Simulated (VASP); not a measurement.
```
TaSe2
1.0
    3.42231     0.00000     0.00000
   -1.71116     2.96381     0.00000
    0.00000     0.00000    13.02413
Ta Se
2 4
Direct
  0.33333   0.66667   0.25000
  0.66667   0.33333   0.75000
  0.33333   0.66667   0.87817
  0.66667   0.33333   0.12183
  0.66667   0.33333   0.37817
  0.33333   0.66667   0.62183
```

Computed with PBEsol GGA, VASP's PBE PAW potentials (set 64) (plane waves; VASP). Settings: 400 eV cut-off, Gaussian smearing of 0.050 eV, potentials Ta_pv Se.

Without a dispersion term in the relaxation, distances and binding between the weakly bound layers, chains or molecules are unreliable, and so is what depends on them. Unless said otherwise, spin-orbit coupling is left out, though it shifts the bands of the heavy elements here.

### Question
Predict the band gap (along the path) with the smallest direct gap where there is one.

### Answer

| Quantity | Value |
|---|---|
| band gap (along the path) | none (metal, semimetal or under 0.01 eV) |

Total energies compare only between runs with the same potentials, cut-off and functional.

The structure comes from a computed database's TaSe2 entry (P6_3/mmc); how it stands against other phases isn't given here. It was relaxed first, which changed the volume by -6 %.
